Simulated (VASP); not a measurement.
Method: LDA (Ceperley-Alder, Perdew-Zunger), VASP's LDA PAW potentials (set 64) (plane waves; VASP 6.6.1).

A VASP calculation is set up with these files.

File POSCAR:
```
C
1
    1.2145154477    -2.1036017929    -0.0000000000
    1.2145154477     2.1036017929     0.0000000000
    0.0000000000     0.0000000000     5.8088290581
C
4
Direct
  0.0000000000   0.0000000000   0.2500000000
  0.0000000000   0.0000000000   0.7500000000
  0.3333330000   0.6666670000   0.2500000000
  0.6666670000   0.3333330000   0.7500000000
```

File KPOINTS:
```
Regular mesh
0
gamma
  10 10 4
```

INCAR:
```
SYSTEM = C
PREC = Accurate; ENCUT = 620; LREAL = .False.
LASPH = .True.
EDIFF = 1E-6; NELM = 100; ALGO = Normal
ISMEAR = 0; SIGMA = 0.05
IBRION = 2; NSW = 40; ISIF = 3
EDIFFG = -0.02; PSTRESS = 200
LWAVE = .False.; LCHARG = .False.
```

POTCAR, in this order: C (LDA.64 set). Program: vasp_std.

Question: What will the output report for the number of irreducible k-points (NKPTS), largest plane-wave count, number of space-group operations, FFT grid (NGX, NGY, NGZ)?

Answer: 
```yaml
number of irreducible k-points (NKPTS): 42
largest_plane_wave_count: 1061
number_of_space_group_operations: 24
FFT grid (NGX, NGY, NGZ): 20 × 20 × 48
```

The compound is C in the graphite structure. This run relaxes it under an external pressure of 20 GPa. Symmetry was kept, so distortions that lower it aren't found.
